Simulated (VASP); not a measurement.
# TiAl2: structure and properties in VASP

Wanted: the relaxed cell of TiAl2 and its properties. The steps: full relaxation (PBEsol), second relaxation, single point with fields (PBEsol), bands along the symmetry lines (PBEsol), density of states (PBEsol), electric field gradients (PBEsol) and vibrations at Γ (PBEsol). The start is a cell from a database of measured crystal structures.

Method: PBEsol; plane waves and PAW (Ti_sv, Al), in VASP 6.6.1.

## Step 1: The structure

Before any relaxation, the start is as follows. It takes space group Cmmm (No. 65, orthorhombic). The conventional cell has a = 3.959 Å, b = 12.094 Å, c = 4.032 Å, α = 90.00°, β = 90.00°, γ = 90.00°. Nearest to Ti lie 10 Al at 2.68 to 2.92 Å. Nearest to Al lie 4 Ti at 2.68 Å and 8 Al at 2.83 to 2.93 Å. Al has 6 Al at 2.67 to 2.93 Å and 6 Ti at 2.84 to 2.92 Å nearest. Al has 4 Ti at 2.70 Å and 8 Al at 2.83 to 2.91 Å nearest. Farther neighbours are not listed.

Structure file:

```xyz
6
Lattice="3.9591 0.0000 0.0000 0.0000 0.0000 4.0315 1.9795 -6.0472 0.0000" Properties=species:S:1:pos:R:3 pbc="T T T"
Ti    1.9795   -1.8021    0.0000
Ti    3.9591   -4.2451    0.0000
Al    0.0000    0.0000    0.0000
Al    1.9795   -3.9186    2.0158
Al    3.9591   -2.1286    2.0158
Al    1.9795    0.0000    2.0158
```

## Step 2: Full relaxation (PBEsol)

Properties are meant for the cell that this level of theory prefers, so cell and atoms are relaxed first (ISIF = 3) until forces and stress are small; EDIFFG sets the threshold. PBEsol restores the gradient expansion of exchange and is tuned for the cells of solids.

INCAR reads:

```
SYSTEM = TiAl2
PREC = Accurate
ENCUT = 400
EDIFF = 1E-06
NELM = 100
ISMEAR = 1
SIGMA = 0.2
LREAL = .FALSE.
ALGO = Normal
GGA = PS
NBANDS = 24
LASPH = .TRUE.
LORBIT = 11
LWAVE = .FALSE.
LCHARG = .FALSE.
KPAR = 4
IBRION = 2
NSW = 60
ISIF = 3
EDIFFG = -0.01
```

POSCAR reads:

```
TiAl2
1.0
    3.9591000000      0.0000000000      0.0000000000
    0.0000000000      0.0000000000      4.0315000000
    1.9795500000     -6.0472000000      0.0000000000
Ti Al
2 4
Direct
    0.3510000000      0.0000000000      0.2980000000
    0.6490000000      0.0000000000      0.7020000000
    0.0000000000      0.0000000000      0.0000000000
    0.1760000000      0.5000000000      0.6480000000
    0.8240000000      0.5000000000      0.3520000000
    0.5000000000      0.5000000000      0.0000000000
```

KPOINTS reads:

```
Automatic mesh
0
Gamma
7 7 7
0 0 0
```

PAW data sets: Ti_sv and Al (PBE family, release 64).

Command:

```
$ mpirun -np 4 vasp_std
```

Log:

```text
[banner, memory and clock lines left out]
running    4 mpi-ranks, on    1 nodes
 distrk:  each k-point on    1 cores,    4 groups
 distr:  one band on    1 cores,    1 groups

 POSCAR found type information on POSCAR TiAl
 POSCAR found :  2 types and       6 ions
|                                                                             |
|               ----> ADVICE to this user running VASP <----                  |
|                                                                             |
|     You enforced a specific xc type in the INCAR file but a different       |
|     [... a line on the potential file left out ...]
|     I HOPE YOU KNOW WHAT YOU ARE DOING!                                     |
|                                                                             |

 LDA part: xc-table for (Slater+PW92), standard interpolation
 POSCAR, INCAR and KPOINTS ok, starting setup
 FFT: planning ... GRIDC
 FFT: planning ... GRID_SOFT
 FFT: planning ... GRID
 WAVECAR not read
 entering main loop
       N       E                     dE             d eps       ncg     rms          rms(c)
DAV:   1     0.286759058876E+03    0.28676E+03   -0.14592E+04  3136   0.124E+03
DAV:   2    -0.380965279885E+01   -0.29057E+03   -0.28554E+03  3144   0.391E+02
DAV:   3    -0.368022030521E+02   -0.32993E+02   -0.32511E+02  5576   0.110E+02
DAV:   4    -0.395177767557E+02   -0.27156E+01   -0.27028E+01  4040   0.290E+01
DAV:   5    -0.397065847010E+02   -0.18881E+00   -0.18879E+00  4840   0.671E+00    0.155E+01
DAV:   6    -0.365204111464E+02    0.31862E+01   -0.48408E+01  4232   0.470E+01    0.698E+00
DAV:   7    -0.356221103609E+02    0.89830E+00   -0.11745E+01  3864   0.230E+01    0.358E+00
DAV:   8    -0.355372245269E+02    0.84886E-01   -0.11848E+00  4024   0.802E+00    0.117E+00
DAV:   9    -0.355192690534E+02    0.17955E-01   -0.21592E-01  4032   0.366E+00    0.385E-01
DAV:  10    -0.355197867289E+02   -0.51768E-03   -0.62592E-03  3960   0.606E-01    0.208E-01
DAV:  11    -0.355195105624E+02    0.27617E-03   -0.75301E-03  4216   0.543E-01    0.107E-01
DAV:  12    -0.355194142768E+02    0.96286E-04   -0.15987E-03  4112   0.279E-01    0.243E-02
DAV:  13    -0.355194022815E+02    0.11995E-04   -0.10646E-04  4048   0.837E-02    0.995E-03
DAV:  14    -0.355194022360E+02    0.45517E-07   -0.33987E-06  3376   0.141E-02
   1 F= -.35519402E+02 E0= -.35518998E+02  d E =-.355194E+02
 curvature:   0.00 expect dE= 0.000E+00 dE for cont linesearch  0.000E+00
 trial: gam= 0.00000 g(F)=  0.772E-01 g(S)=  0.899E-01 ort = 0.000E+00 (trialstep = 0.100E+01)
 search vector abs. value=  0.167E+00
 bond charge predicted
       N       E                     dE             d eps       ncg     rms          rms(c)
DAV:   1    -0.361414802360E+02   -0.62208E+00   -0.30203E+01  3608   0.895E+01    0.695E+00
DAV:   2    -0.357712833571E+02    0.37020E+00   -0.94518E+00  3984   0.259E+01    0.254E+00
DAV:   3    -0.356119352112E+02    0.15935E+00   -0.14857E+00  4240   0.852E+00    0.128E+00
DAV:   4    -0.356000337372E+02    0.11901E-01   -0.25000E-01  4808   0.367E+00    0.618E-01
DAV:   5    -0.356051887133E+02   -0.51550E-02   -0.24686E-02  4280   0.135E+00    0.261E-01
DAV:   6    -0.356098487465E+02   -0.46600E-02   -0.48517E-03  5360   0.370E-01    0.214E-01
DAV:   7    -0.356126710109E+02   -0.28223E-02   -0.58580E-03  4432   0.389E-01    0.326E-02
DAV:   8    -0.356128040605E+02   -0.13305E-03   -0.12474E-03  4464   0.176E-01    0.364E-02
DAV:   9    -0.356128239377E+02   -0.19877E-04   -0.13640E-04  4104   0.868E-02    0.166E-02
DAV:  10    -0.356128236763E+02    0.26138E-06   -0.12116E-05  3736   0.313E-02    0.186E-03
DAV:  11    -0.356128235071E+02    0.16920E-06   -0.34135E-07  2208   0.549E-03
   2 F= -.35612824E+02 E0= -.35613416E+02  d E =-.934213E-01
[... from here on, the cycles between the ionic steps are left out ...]
   3 F= -.35613428E+02 E0= -.35614090E+02  d E =-.940260E-01
   4 F= -.35640005E+02 E0= -.35640963E+02  d E =-.265772E-01
   5 F= -.35640094E+02 E0= -.35641060E+02  d E =-.266654E-01
   6 F= -.35643430E+02 E0= -.35644238E+02  d E =-.333599E-02
   7 F= -.35644235E+02 E0= -.35644909E+02  d E =-.414118E-02
   8 F= -.35644238E+02 E0= -.35644920E+02  d E =-.414413E-02
   9 F= -.35644340E+02 E0= -.35645017E+02  d E =-.101969E-03
  10 F= -.35644346E+02 E0= -.35645024E+02  d E =-.107896E-03
  11 F= -.35644345E+02 E0= -.35645024E+02  d E =-.107452E-03
 curvature:  -0.48 expect dE=-0.274E-04 dE for cont linesearch -0.403E-07
 trial: gam= 0.23914 g(F)=  0.176E-04 g(S)=  0.395E-04 ort = 0.440E-05 (trialstep = 0.113E+01)
 search vector abs. value=  0.724E-04
 bond charge predicted
       N       E                     dE             d eps       ncg     rms          rms(c)
DAV:   1    -0.356444702618E+02   -0.12493E-03   -0.42208E-03  3600   0.803E-01    0.825E-02
DAV:   2    -0.356444071047E+02    0.63157E-04   -0.10168E-03  3872   0.275E-01    0.344E-02
DAV:   3    -0.356443820463E+02    0.25058E-04   -0.17196E-04  4400   0.829E-02    0.196E-02
DAV:   4    -0.356443763485E+02    0.56978E-05   -0.39397E-05  5120   0.500E-02    0.784E-03
DAV:   5    -0.356443765994E+02   -0.25089E-06   -0.34626E-06  2896   0.151E-02
  12 F= -.35644377E+02 E0= -.35645065E+02  d E =-.313613E-04
 trial-energy change:   -0.000031  1 .order   -0.000037   -0.000066   -0.000009
 step:   1.3121(harm=  1.3121)  dis= 0.00129  next Energy=   -35.644383 (dE=-0.382E-04)
 reached required accuracy - stopping structural energy minimisation
```

The job ended after 1.7 min (4 MPI ranks of Intel Xeon Platinum 8559C (Emerald Rapids), shared host; peak memory 0.97 GiB).

Lines that name or quote the potential files are left out of all logs, and their timing lines are given in words.

From OUTCAR (step 2):

```text
ion  position               nearest neighbor table
   1  0.351  0.000  0.298-   3 2.68   3 2.68   6 2.70   6 2.70   5 2.84   5 2.84   5 2.84   5 2.84
                             4 2.92   4 2.92
   2  0.649  0.000  0.702-   3 2.68   3 2.68   6 2.70   6 2.70   4 2.84   4 2.84   4 2.84   4 2.84
                             5 2.92   5 2.92
   3  0.000  0.000  0.000-   2 2.68   1 2.68   2 2.68   1 2.68   6 2.83   6 2.83   6 2.83   6 2.83
                             5 2.93   4 2.93   4 2.93   5 2.93
   4  0.176  0.500  0.648-   5 2.67   5 2.67   2 2.84   2 2.84   2 2.84   2 2.84   6 2.91   6 2.91
                             1 2.92   1 2.92   3 2.93   3 2.93
   5  0.824  0.500  0.352-   4 2.67   4 2.67   1 2.84   1 2.84   1 2.84   1 2.84   6 2.91   6 2.91
                             2 2.92   2 2.92   3 2.93   3 2.93
   6  0.500  0.500  0.000-   1 2.70   2 2.70   1 2.70   2 2.70   3 2.83   3 2.83   3 2.83   3 2.83
                             5 2.91   4 2.91   5 2.91   4 2.91

  LATTYP: Found a base centered orthorhombic cell.
 ALAT       =     3.9591000000
 B/A-ratio  =     3.0548356950
 C/A-ratio  =     1.0182869844

 Subroutine GETGRP returns: Found  8 space group operations
 (whereof  8 operations were pure point group operations)

The static configuration has the point symmetry D_2h.

 Found     64 irreducible k-points:

   k-points           NKPTS =     64   k-points in BZ     NKDIM =     64   number of bands    NBANDS=     24

   dimension x,y,z NGX =    28 NGY =   28 NGZ =   42
   dimension x,y,z NGXF=    56 NGYF=   56 NGZF=   84

   ENCUT  =  400.0 eV  29.40 Ry    5.42 a.u.   6.46  6.57 10.38*2*pi/ulx,y,z

   NELECT =      36.0000    total number of electrons

 k-points in reciprocal lattice and weights: Automatic mesh
   0.00000000  0.00000000  0.00000000       0.003
   0.14285714  0.00000000  0.00000000       0.012
   0.28571429  0.00000000 -0.00000000       0.012
   0.42857143  0.00000000  0.00000000       0.012
   0.00000000  0.14285714  0.00000000       0.006
   0.14285714  0.14285714  0.00000000       0.023
   0.28571429  0.14285714 -0.00000000       0.023
   0.42857143  0.14285714  0.00000000       0.023
   0.00000000  0.28571429  0.00000000       0.006
[...]
0.00000000  0.42857143  0.42857143       0.012
  -0.14285714  0.42857143  0.42857143       0.012

 average (electrostatic) potential at core
       1 -71.7410       2 -71.7410       3 -70.9911       4 -70.8928       5 -70.8928
       6 -70.9973

 E-fermi :   8.6702

 k-point     1 :       0.0000    0.0000    0.0000
  band No.  band energies     occupation
    ...
     14       6.9194      2.00000
     15       7.0427      2.00000
     16       7.9537      2.00000
     17       8.1272      2.00084
     18       8.1625      2.00194
     19       9.0357     -0.02680
     20       9.2338     -0.00050
     21       9.5286     -0.00000
     22       9.6674     -0.00000
     23       9.7179     -0.00000
    ...

 k-point     2 :       0.1429    0.0000    0.0000
  band No.  band energies     occupation
    ...
     14       6.9078      2.00000
     15       6.9078      2.00000
     16       7.7593      2.00000
     17       8.1371      2.00107
     18       8.4973      2.00964
     19       8.8931     -0.06657
     20       9.3460     -0.00002
     21       9.6578     -0.00000
     22      10.0681     -0.00000
     23      10.1382     -0.00000
    ...

 k-point     3 :       0.2857    0.0000   -0.0000
  band No.  band energies     occupation
    ...
     14       7.0587      2.00000
     15       7.2260      2.00000
     16       7.5251      2.00000
     17       7.8350      2.00000
     18       8.1229      2.00075
     19       9.2438     -0.00038
     20       9.7818     -0.00000
     21       9.8605     -0.00000
     22      10.2391     -0.00000
     23      10.4596     -0.00000
    ...

  Total        0.0084098      0.0070500      0.0029461     -0.0000000      0.0000000      0.0000000
  in kB        0.1444270      0.1210757      0.0505954     -0.0000000      0.0000000      0.0000000
  external PRESSURE =       0.1053660 kB  Pullay stress =       0.0000000 kB

  energy-cutoff  :      400.00
  volume of cell :       93.29
      direct lattice vectors                 reciprocal lattice vectors
     3.900396323 -0.000000000  0.000000000     0.256384202  0.082985872  0.000000000
     0.000000000  0.000000000  3.969821085     0.000000000  0.000000000  0.251900521
     1.950198162 -6.025121938  0.000000000    -0.000000000 -0.165971745  0.000000000

 POSITION                                       TOTAL-FORCE (eV/Angst)
 -----------------------------------------------------------------------------------
      1.95020     -1.88262      0.00000         0.000000     -0.000547      0.000000
      3.90040     -4.14250      0.00000        -0.000000      0.000547     -0.000000
      3.90040     -0.00000      0.00000        -0.000000      0.000000     -0.000000
      1.95020     -3.94255      1.98491        -0.000000     -0.002523     -0.000000
      3.90040     -2.08257      1.98491         0.000000      0.002523     -0.000000
      1.95020     -0.00000      1.98491        -0.000000      0.000000     -0.000000
 -----------------------------------------------------------------------------------
    total drift:                               -0.000000      0.000000      0.000000

  FREE ENERGIE OF THE ION-ELECTRON SYSTEM (eV)
  ---------------------------------------------------
  free  energy   TOTEN  =       -35.6443765994 eV

  energy  without entropy=      -35.6464429935  energy(sigma->0) =      -35.64506540

 reached required accuracy - stopping structural energy minimisation

 total charge
# of ion       s       p       d       tot
------------------------------------------
    1        2.180   6.119   2.019  10.317
    2        2.180   6.119   2.019  10.317
    3        0.424   0.411   0.000   0.835
    4        0.411   0.414   0.000   0.825
    5        0.411   0.414   0.000   0.825
    6        0.419   0.415   0.000   0.834
--------------------------------------------------
tot          6.026  13.892   4.037  23.955

[... 3 further parts left out ...]
```

The PAW data sets were made with PBE, which is usual practice but a small mismatch for other functionals. The run keeps the 8 symmetry operations of its start, so it cannot find a distortion of lower symmetry.

Step by step:

```tsv
step	energy less that of the first step (eV)	largest force (eV/Å)	pressure (GPa)	volume (Å³)
1	0.0000	0.8713	-2.90	96.52
2	-0.0934	0.4975	1.36	92.50
3	-0.0940	0.4580	1.77	92.15
4	-0.1206	0.1138	0.05	93.29
5	-0.1207	0.1081	-0.04	93.36
6	-0.1240	0.0606	-0.09	93.38
7	-0.1248	0.0210	-0.12	93.39
8	-0.1248	0.0233	-0.12	93.39
9	-0.1249	0.0102	0.10	93.21
10	-0.1249	0.0126	0.07	93.24
11	-0.1249	0.0133	0.05	93.25
12	-0.1250	0.0025	0.01	93.29
```

```tsv
conventional cell, symmetrised	before	after	change
a (Å)	3.959	3.900	-1.5 %
b (Å)	12.094	12.050	-0.4 %
c (Å)	4.032	3.970	-1.5 %
volume (Å³/atom)	16.09	15.55	-3.3 %
```

The atoms that moved most (Å, as changes of fractional coordinates times the final cell):

```tsv
atom	dx	dy	dz	length
Ti1	0.000	-0.087	0.000	0.087
Ti2	0.000	0.087	0.000	0.087
Al4	0.000	-0.038	0.000	0.038
Al5	0.000	0.038	0.000	0.038
```

The relaxed structure:

```xyz
6
Lattice="3.9004 0.0000 0.0000 0.0000 0.0000 3.9698 1.9502 -6.0251 0.0000" Properties=species:S:1:pos:R:3 pbc="T T T"
Ti    1.9502   -1.8826    0.0000
Ti    3.9004   -4.1425    0.0000
Al    0.0000    0.0000    0.0000
Al    1.9502   -3.9425    1.9849
Al    3.9004   -2.0826    1.9849
Al    1.9502    0.0000    1.9849
```

Numbers from this step:

| Property | Result |
| --- | --- |
| electrons | 36 |
| bands | 24 |
| irreducible k-points | 64 |
| symmetry operations | 8 |
| free energy (TOTEN) | -35.64 eV |
| energy at zero smearing | -35.65 eV |
| Fermi energy | 8.670 eV |
| pressure | 0.01054 GPa |
| metallic | yes |
| SCF cycles over all ionic steps | 89 |

It ends with a largest force of 0.003 eV/Å and a pressure of 0.01 GPa. The volume lies -3.3 % from that of the database's start, which holds the thermal and zero-point expansion of its experiment.

(Continued in part 2 of 6.)

[Lines on the potential files, build, host, timing and source positions are cut from VASP's logs without a mark.]

[Logs are printed without paths, hosts, clocks, repeated set-up lines and the standing remarks that a program may print on its own settings, such as how far it seeks lower states.]

[Hosts, paths, dates, database ids (printed as entryN), source tags and the programs' standing remarks are cut or masked in the printed files.]

[A measured line is paired with the nearest computed mode of its activity, which favours agreement.]

[In band tables of VASP the shares of atoms and orbitals are scaled to a sum of 1 inside the atoms' spheres.]
